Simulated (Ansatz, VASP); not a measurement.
## Two plane-wave programs on Al3B2P

```
Al B P
1.0
     4.27584    0.00000    0.00000
    -2.13792    3.70299    0.00000
     0.00000    0.00000    6.19780
Al B P
3 2 1
Direct
  0.50000 0.00000 0.00000
  0.00000 0.50000 0.00000
  0.50000 0.50000 0.00000
  0.00000 0.00000 0.35115
  0.00000 0.00000 0.64885
  0.00000 0.00000 0.00000
```

Alike in both runs: task single point; functional PBE; k mesh 6 × 6 × 4; occupations gaussian, width 0.1 eV; no spin polarisation.

|  | VASP | Ansatz |
| --- | --- | --- |
| version | VASP 6.6.1 | Ansatz 0.2.0 |
| potentials or method | VASP PAW PBE potentials, release 64 (Al, B, P) | scalar-relativistic, plane waves, PAW |
| plane-wave cutoff (eV) | 520 | 420 |
| valence electrons in the cell | 20 | 20 |

|  | VASP | Ansatz | Ansatz less VASP |
| --- | --- | --- | --- |
| gap on the k mesh at the Fermi level (eV) | none | none | - |
| rms of the force components (eV/Å) | 0.383 | 0.387 | +0.0035 |

Atom by atom the forces differ by 0.003 eV/Å (rms over components). A gap of «none» marks a metal or a gap that the smearing closes. With one functional, cell and mesh, what is left measures potentials, basis and numerics.

Caveats: forces of over 1 eV/Å show positions far from the minimum, so gaps and moduli don't describe the material at rest.
